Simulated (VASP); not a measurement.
Computed with r2SCAN meta-GGA, VASP's PBE PAW potentials (set 64) (plane waves; VASP). For the first row: Numerical set-up: 520 eV cut-off, 6×6×6 Γ-centred mesh, Gaussian smearing of 0.050 eV, potentials K_sv Mg F.

```json
[
 {"system": "KMgF₃ (cubic perovskite)", "energy (eV/atom)": "-7.4832"},
 {"system": "K atom", "energy (eV/atom)": "-5.1717"},
 {"system": "Mg atom", "energy (eV/atom)": "-2.4364"},
 {"system": "F atom", "energy (eV/atom)": "-2.2509"}
]
```

Atoms are spin-polarised in a large box without symmetry, with the spin fixed by Hund's rule, and may not be in the lowest state of each functional; no zero-point energy is added.

### Question
What is the cohesive energy per atom of KMgF3?

### Answer
The references average (1×(-5.1717) + 1×(-2.4364) + 3×(-2.2509))/5 = -2.8722 eV, so the cohesive energy is -2.8722 − (-7.4832) = 4.611 eV/atom.
